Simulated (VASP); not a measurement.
Consider the following.

```xyz
4
Lattice="3.5988 0.0000 0.0000 -1.7994 3.1167 0.0000 0.0000 0.0000 7.4928" Properties=species:S:1:pos:R:3 pbc="T T T"
Cl     0.0000     0.0000     0.0000
Cl     0.0000     0.0000     3.7464
Cl     0.0000     2.0778     1.9482
Cl     1.7994     1.0389     5.6196
```

All values below come from PBEsol GGA, VASP's PBE PAW potentials (set 64) (plane waves; VASP). Numerical set-up: 480 eV cut-off, 10×10×4 Γ-centred mesh, first-order Methfessel-Paxton smearing of 0.10 eV, potentials Cl.

What does the run give for the energy per atom (σ→0), largest force, band gap (on the k-mesh) with the smallest direct gap where there is one?

```yaml
band gap (on the k-mesh): none (metal, semimetal or under 0.01 eV)
energy per atom (σ→0): -1.368 eV/atom
largest_force: 0.374 eV/Å
```

The structure was generated: Cl was put into the dhcp type (P6_3/mmc), which need not be its known phase. This cell was strained or had an atom moved on purpose.
